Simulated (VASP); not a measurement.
**SrW: equation of state with PBE**

SrW:

```
Sr W
1.0
     1.52831    0.88237    5.62902
    -1.52831    0.88237    5.62902
     0.00000   -1.76474    5.62902
Sr W
1 1
Cartesian
  0.0000 0.0000 8.4435
  0.0000 0.0000 0.0000
```

The cell was built by a generator and needn't be a form met in nature.

```yaml
Program: VASP 6.6.1
Task: equation of state
Functional: PBE
Potentials_or_basis: VASP PAW PBE potentials, release 64 (Sr_sv, W_sv)
Cutoff: 520 eV
k_mesh: 10 × 10 × 10
Occupations: fermi-dirac, width 0.05 eV
Spin: no spin polarisation
Further_INCAR_settings: ALGO = Normal; EDIFF = 1e-07; NBANDS = 19
```

```yaml
Equilibrium_volume: 22.87 Å³/atom
Bulk_modulus_at_fixed_shape_and_positions: 83 GPa
Pressure_derivative_of_the_bulk_modulus: 4.3
```

Energy against volume, from the lowest point:
| volume (Å³/atom) | energy (meV/atom) |
| --- | --- |
| 21.406 | 26.92 |
| 21.862 | 12.22 |
| 22.317 | 3.44 |
| 22.773 | 0.00 |
| 23.228 | 1.35 |
| 23.684 | 7.01 |
| 24.139 | 16.54 |

All runs of the series together: 30 min on 1 thread of AMD EPYC 9R45 96-Core Processor (Zen 5), on a shared host.

Caveat: the cell was scaled at fixed shape and fractional positions, which overstates the stiffness of a crystal with free parameters, most of all of layers and chains. The run has no spin-orbit coupling, so splittings on W are missing.
